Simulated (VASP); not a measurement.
Here is a VASP 6.6.1 calculation.

The input INCAR:

```
SYSTEM = SrTiO3
PREC = Accurate
ENCUT = 600
EDIFF = 1E-6
ISMEAR = -1
SIGMA = 0.05
LREAL = .False.
LASPH = .True.
NELM = 80
ALGO = Normal
ISIF = 3
LWAVE = .False.
LCHARG = .False.
GGA = PS
IBRION = 2
NSW = 40
EDIFFG = -0.02
PSTRESS = 0
```

Contents of KPOINTS:

```
Automatic mesh
0
Gamma
  9 9 9
  0 0 0
```

File POSCAR:

```
SrTiO3
1.0
    3.9050000000      0.0000000000      0.0000000000
    0.0000000000      3.9050000000      0.0000000000
    0.0000000000      0.0000000000      3.9050000000
O Sr Ti
3 1 1
Direct
    0.5000000000      0.0000000000      0.0000000000
    0.0000000000      0.5000000000      0.0000000000
    0.0000000000      0.0000000000      0.5000000000
    0.5000000000      0.5000000000      0.5000000000
    0.0000000000      0.0000000000      0.0000000000
```

Potentials or basis: VASP PAW PBE potentials, release 64 (O, Sr_sv, Ti_sv).

The run is started by

```sh
$ cat potpaw_PBE.64/O/POTCAR potpaw_PBE.64/Sr_sv/POTCAR potpaw_PBE.64/Ti_sv/POTCAR > POTCAR
$ mpirun -np 1 vasp_std > vasp.out
```

(1) What does it give for the relaxed volume?

(2) Estimate the relaxed cell.

Results:

(1) 11.82 Å³/atom.

(2) a = 3.895 Å, b = 3.895 Å, c = 3.895 Å, α = 90.00°, β = 90.00°, γ = 90.00°.

Caveat: the PAW data sets were made with another functional, which shifts forces and pressure a little.
